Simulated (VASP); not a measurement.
LiH: single point with HSE06

Crystal: LiH.

```
Li H
1.0
     0.00000    1.98662    1.98662
     1.98662    0.00000    1.98662
     1.98662    1.98662    0.00000
Li H
1 1
Direct
  0.00000 0.00000 0.00000
  0.50000 0.50000 0.50000
```

The cell is a database's computed one.

```yaml
Program: VASP 6.6.1
Task: single point
Functional: HSE06
Potentials_or_basis: VASP PAW PBE potentials, release 64 (Li_sv, H)
Cutoff: 520 eV
k_mesh: 8 × 8 × 8
Occupations: gaussian, width 0.02 eV
Spin: no spin polarisation
```

The band gap on the k mesh is 3.97 eV, direct.

Levels at points of the mesh, in eV from the valence-band top:
```tsv
k point	band 1	band 2	band 3	band 4	band 5	band 6	band 7
(0.00, 0.00, 0.00)	-47.27	-6.19	18.33	19.77	19.77	19.77	24.43
(0.50, 0.00, 0.00)	-47.21	-2.96	6.05	15.52	18.29	18.29	20.92
(0.50, 0.50, 0.00)	-47.20	0.00	3.97	12.34	12.34	15.48	19.36
```

It took 87 s on 1 thread of Intel(R) Xeon(R) 6975P-C (Granite Rapids), on a shared host, peak memory 0.24 GiB.

 A k mesh can miss the band edges.
